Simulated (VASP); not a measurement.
Crystal: Be3ZnSe4.

```
Be Zn Se
1.0
    -3.45988    3.45988    3.45988
     3.45988   -3.45988    3.45988
     3.45988    3.45988   -3.45988
Be Zn Se
3 1 4
Cartesian
  3.4599 0.0000 0.0000
  0.0000 3.4599 0.0000
  0.0000 0.0000 3.4599
  0.0000 0.0000 0.0000
  1.7299 1.7299 1.7299
  1.7299 1.7299 -1.7299
  1.7299 -1.7299 1.7299
  -1.7299 1.7299 1.7299
```

The cell was built by a generator and needn't be a form met in nature.

| Item | Value |
| --- | --- |
| Program | VASP 6.6.1 |
| Task | relaxation of cell and atoms |
| Functional | PBE |
| Potentials or basis | VASP PAW PBE potentials, release 64 (Be, Zn, Se) |
| Cutoff | 520 eV |
| k mesh | 3 × 3 × 3 |
| Occupations | gaussian, width 0.15 eV |
| Spin | no spin polarisation |

At the start: pressure -11.1 GPa; volume 20.71 Å³/atom.

Question: Where does the relaxation end?

Answer: Over 3 steps the energy falls by 212.4 meV/atom and the volume is 15.87 Å³/atom (-23.4 %); space group Im-3m (No. 229, to 0.05 Å).

Step by step:
```tsv
step	energy change (eV)	largest force (eV/Å)	pressure (GPa)	volume (Å³)
1	0.0000	0.0000	-11.11	165.67
2	-1.6244	0.0000	-3.51	133.57
3	-1.6988	0.0000	-0.10	126.98
```

Final structure:
```xyz
8
Lattice="-3.1663 3.1663 3.1663 3.1663 -3.1663 3.1663 3.1663 3.1663 -3.1663" Properties=species:S:1:pos:R:3 pbc="T T T"
Be    3.1663    0.0000    0.0000
Be    0.0000    3.1663    0.0000
Be    0.0000    0.0000    3.1663
Zn    0.0000    0.0000    0.0000
Se    1.5832    1.5832    1.5832
Se    1.5832    1.5832   -1.5832
Se    1.5832   -1.5832    1.5832
Se   -1.5832    1.5832    1.5832
```

Caveat: the k mesh is coarse (spacing up to 0.43 Å⁻¹), so the values aren't converged; the volume moved by over 15 % at a fixed basis, so the end points are rough.
